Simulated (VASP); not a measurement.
Input:

```xyz
5
Lattice="-1.8234 1.8234 6.3251 1.8234 -1.8234 6.3251 1.8234 1.8234 -6.3251" Properties=species:S:1:pos:R:3 pbc="T T T"
K      0.0000     0.0000     0.0000
Fe     0.0000     1.8234     3.1625
Fe     1.8234     0.0000     3.1625
S      0.0000     0.0000     8.3205
S      0.0000     0.0000     4.3296
```

Method: LDA (Ceperley-Alder, Perdew-Zunger), VASP's LDA PAW potentials (set 64) (plane waves; VASP). Run with 300 eV cut-off, 7×7×7 Γ-centred mesh, Fermi-Dirac smearing of 0.14 eV, potentials K_sv Fe S.

At this cut-off the stress carries a Pulay error, which pulls relaxed volumes low.

Q: Which forces act on the atoms, in eV/Å?

A: 
```json
[
 {"atom": "K1", "Fx": "0.000", "Fy": "0.000", "Fz": "0.000"},
 {"atom": "Fe2", "Fx": "0.000", "Fy": "0.000", "Fz": "0.000"},
 {"atom": "Fe3", "Fx": "0.000", "Fy": "0.000", "Fz": "0.000"},
 {"atom": "S4", "Fx": "0.000", "Fy": "0.000", "Fz": "0.219"},
 {"atom": "S5", "Fx": "0.000", "Fy": "0.000", "Fz": "-0.219"}
]
```

Q: Give the stress tensor in GPa (positive for a compressed cell).

A: 
```
-5.21   0.00   0.00
 0.00  -5.21   0.00
 0.00   0.00  -4.15
```
The pressure is its mean diagonal, -4.86 GPa.

The structure comes from a computed database's Fe2KS2 entry; how it stands against other phases isn't given here. The cell was not relaxed at this level. The k-mesh is coarse (spacing up to 0.35 per Å, 2π included), so the numbers may not be converged in it. The run is not spin-polarised, so no magnetic state was tried. The electron count is odd and the run is not spin-polarised, which forces a metal.
